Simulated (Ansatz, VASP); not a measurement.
# Cross-check of Ni (Ni wire along [110], 7 atoms a period) between VASP and Ansatz, part 2 of 2

One calculation is typed for both programs; each brings its own data sets. How far apart do they land? The cell is taken from a series of runs on this material, whose earlier steps may have relaxed, scaled, displaced or heated it; both programs get it as it stands.

VASP 6.6.1 and Ansatz 0.2.0.

So far: Starting point; Ansatz: single point, PBE; VASP: single point, PBE.

### 3. VASP: single point, PBE (continued)

Level of this step: PBE, spin-polarised from a ferromagnetic start; plane waves and PAW (Ni) (VASP).

Numbers of over 12 decimals in the logs are rounded to 6 here.

Parts of OUTCAR (step 3):

```text
ion  position               nearest neighbor table
   1  0.500  0.702  0.000-   2 2.38   4 2.42   6 2.42   4 2.42   6 2.42
   2  0.500  0.500  0.000-   1 2.38   7 2.38   4 2.44   5 2.44   6 2.44   3 2.44   3 2.44   4 2.44
                             5 2.44   6 2.44
   3  0.331  0.397  0.500-   7 2.42   7 2.42   4 2.42   2 2.44   2 2.44
   4  0.331  0.603  0.500-   1 2.42   1 2.42   3 2.42   2 2.44   2 2.44
   5  0.669  0.397  0.500-   7 2.42   7 2.42   6 2.42   2 2.44   2 2.44
   6  0.669  0.603  0.500-   1 2.42   1 2.42   5 2.42   2 2.44   2 2.44
   7  0.500  0.298  0.000-   2 2.38   3 2.42   5 2.42   3 2.42   5 2.42

  LATTYP: Found a simple orthorhombic cell.
 ALAT       =     2.3904266670
 B/A-ratio  =     4.3172209139
 C/A-ratio  =     4.9271538686

 Subroutine GETGRP returns: Found  8 space group operations
 (whereof  8 operations were pure point group operations)

The static configuration has the point symmetry D_2h.

 Found     18 irreducible k-points:

   k-points           NKPTS =     18   k-points in BZ     NKDIM =     18   number of bands    NBANDS=     50

   dimension x,y,z NGX =    80 NGY =   90 NGZ =   18
   dimension x,y,z NGXF=   160 NGYF=  180 NGZF=   36

   ENCUT  =  520.0 eV  38.22 Ry    6.18 a.u.  19.19 21.90  4.44*2*pi/ulx,y,z

   NELECT =      70.0000    total number of electrons

 k-points in reciprocal lattice and weights: Automatic mesh
   0.00000000  0.00000000  0.00000000       0.029
   0.00000000  0.00000000  0.02941176       0.059
   0.00000000  0.00000000  0.05882353       0.059
   0.00000000  0.00000000  0.08823529       0.059
   0.00000000  0.00000000  0.11764706       0.059
   0.00000000  0.00000000  0.14705882       0.059
   0.00000000  0.00000000  0.17647059       0.059
   0.00000000  0.00000000  0.20588235       0.059
   0.00000000  0.00000000  0.23529412       0.059
[...]
0.00000000  0.00000000  0.47058824       0.059
   0.00000000  0.00000000  0.50000000       0.029

 average (electrostatic) potential at core
       1 -91.9652       2 -92.4747       3 -91.9412       4 -91.9412       5 -91.9412
       6 -91.9412       7 -91.9652

 E-fermi :  -0.8271

 spin component 1
 k-point     1 :       0.0000    0.0000    0.0000
  band No.  band energies     occupation
    ...
     36      -1.4299      0.99999
     37      -1.3871      0.99999
     38      -1.3482      0.99997
     39      -1.3077      0.99993
     40      -1.3033      0.99993
     41      -0.7276      0.12025
     42       0.2630      0.00000
     43       0.8566      0.00000
     44       1.3399      0.00000
     45       1.7070      0.00000
    ...

 k-point     2 :       0.0000    0.0000    0.0294
  band No.  band energies     occupation
    ...
     36      -1.4390      1.00000
     37      -1.4128      0.99999
     38      -1.3946      0.99999
     39      -1.2841      0.99989
     40      -1.2083      0.99951
     41      -0.6726      0.04360
     42       0.3306      0.00000
     43       0.9009      0.00000
     44       1.3606      0.00000
     45       1.7526      0.00000
    ...

 k-point     3 :       0.0000    0.0000    0.0588
  band No.  band energies     occupation
    ...
     36      -1.4767      1.00000
     37      -1.4652      1.00000
     38      -1.4181      0.99999
     39      -1.2143      0.99957
     40      -1.0587      0.99037
     41      -0.5312      0.00269
     42       0.5148      0.00000
     43       1.0276      0.00000
     44       1.4226      0.00000
     45       1.8847      0.00000
    ...

 k-point     4 :       0.0000    0.0000    0.0882
  band No.  band energies     occupation
    ...
     36      -1.5600      1.00000
     37      -1.5048      1.00000
     38      -1.4222      0.99999
     39      -1.1006      0.99581
     40      -0.8825      0.75205
     41      -0.3371      0.00006
     42       0.7816      0.00000
     43       1.2218      0.00000
     44       1.5274      0.00000
     45       2.0924      0.00000
    ...

 k-point     5 :       0.0000    0.0000    0.1176
  band No.  band energies     occupation
    ...
     35      -1.6883      1.00000
     36      -1.6457      1.00000
     37      -1.5519      1.00000
     38      -1.4190      0.99999
     39      -0.9469      0.91666
     40      -0.6850      0.05514
     41      -0.1087      0.00000
     42       1.1047      0.00000
     43       1.4620      0.00000
     44       1.6812      0.00000
    ...

 k-point     6 :       0.0000    0.0000    0.1471
  band No.  band energies     occupation
    ...
     34      -1.7176      1.00000
     35      -1.7093      1.00000
     36      -1.6828      1.00000
     37      -1.5971      1.00000
     38      -1.4144      0.99999
     39      -0.7584      0.20221
     40      -0.4675      0.00075
     41       0.1464      0.00000
     42       1.4690      0.00000
     43       1.7150      0.00000
    ...

  Total        0.1812939     -0.0281587      0.1294524      0.0000000      0.0000000     -0.0000000
  in kB        0.9996939     -0.1552731      0.7138290      0.0000000      0.0000000     -0.0000000
  external PRESSURE =       0.5194166 kB  Pullay stress =       0.0000000 kB

  energy-cutoff  :      520.00
  volume of cell :      290.55
      direct lattice vectors                 reciprocal lattice vectors
    10.320000000  0.000000000  0.000000000     0.096899225  0.000000000  0.000000000
     0.000000000 11.778000000  0.000000000     0.000000000  0.084904058  0.000000000
     0.000000000  0.000000000  2.390426667     0.000000000  0.000000000  0.418335360

 POSITION                                       TOTAL-FORCE (eV/Angst)
 -----------------------------------------------------------------------------------
      5.16000      8.27019      0.00000        -0.000000      0.012060      0.000000
      5.16000      5.88900      0.00000         0.000000      0.000000      0.000000
      3.41172      4.67806      1.19521        -0.015848      0.016884     -0.000000
      3.41172      7.09994      1.19521        -0.015848     -0.016884     -0.000000
      6.90828      4.67806      1.19521         0.015848      0.016884      0.000000
      6.90828      7.09994      1.19521         0.015848     -0.016884     -0.000000
      5.16000      3.50781      0.00000        -0.000000     -0.012060      0.000000
 -----------------------------------------------------------------------------------
    total drift:                                0.000000     -0.000000     -0.000000

  FREE ENERGIE OF THE ION-ELECTRON SYSTEM (eV)
  ---------------------------------------------------
  free  energy   TOTEN  =       -31.2520199715 eV

  energy  without entropy=      -31.1169651474  energy(sigma->0) =      -31.18449256

 total charge
# of ion       s       p       d       tot
------------------------------------------
    1        0.503   0.351   8.341   9.194
    2        0.516   0.563   8.344   9.423
    3        0.495   0.338   8.345   9.179
    4        0.495   0.338   8.345   9.179
    5        0.495   0.338   8.345   9.179
    6        0.495   0.338   8.345   9.179
    7        0.503   0.351   8.341   9.194
--------------------------------------------------
tot          3.502   2.618  58.406  64.526

 magnetization (x)
# of ion       s       p       d       tot
------------------------------------------
    1        0.004  -0.013   0.751   0.742
    2       -0.011  -0.026   0.792   0.755
    3        0.001  -0.017   0.775   0.758
    4        0.001  -0.017   0.775   0.758
    5        0.001  -0.017   0.775   0.758
    6        0.001  -0.017   0.775   0.758
    7        0.004  -0.013   0.751   0.742
--------------------------------------------------
tot          0.000  -0.120   5.392   5.273

[... 6 further parts left out ...]
```

The magnetic state follows from one typed start and may not be the lowest.

### 4. Comparison

Known differences besides the potentials themselves: VASP starts from the moments at which Ansatz ended; the data sets hold 126 valence electrons in Ansatz (on its PAW soft_1 files) and 70 in VASP; the cutoff is 420 eV in Ansatz and 520 eV in VASP; site moments are counted in spheres of each program's own size. Total energies have different zeros and are not compared.

Compared:

| quantity | Ansatz | VASP | difference |
| --- | --- | --- | --- |
| total moment (μB) | 5.39 | 5.28 | +0.11 |
| moment on Ni4 (μB) | 0.79 | 0.76 | +0.04 |
| moment on Ni3 (μB) | 0.79 | 0.76 | +0.04 |
| moment on Ni6 (μB) | 0.79 | 0.76 | +0.04 |
| moment on Ni5 (μB) | 0.79 | 0.76 | +0.04 |
| moment on Ni2 (μB) | 0.81 | 0.76 | +0.06 |
| moment on Ni1 (μB) | 0.78 | 0.74 | +0.03 |
| moment on Ni7 (μB) | 0.78 | 0.74 | +0.03 |

### 5. Summary of results

```yaml
difference_in_total_moment_single_point_pbe: 0.11 μB
```

In words: The difference in total moment is 0.11 μB (single point, PBE). The data sets hold unlike numbers of valence electrons (126 in Ansatz and 70 in VASP), so part of the differences comes from the potentials. Such differences can come from data sets, numerical settings and the points named under the comparisons, not from the functional's error against experiment.

[Lines on the potential files, build, host, timing and source positions are cut from VASP's logs without a mark.]

[Logs are printed without paths, hosts, clocks, repeated set-up lines and the standing remarks that a program may print on its own settings, such as how far it seeks lower states.]

[Hosts, paths, dates, database ids (printed as entryN), source tags and the programs' standing remarks are cut or masked in the printed files.]
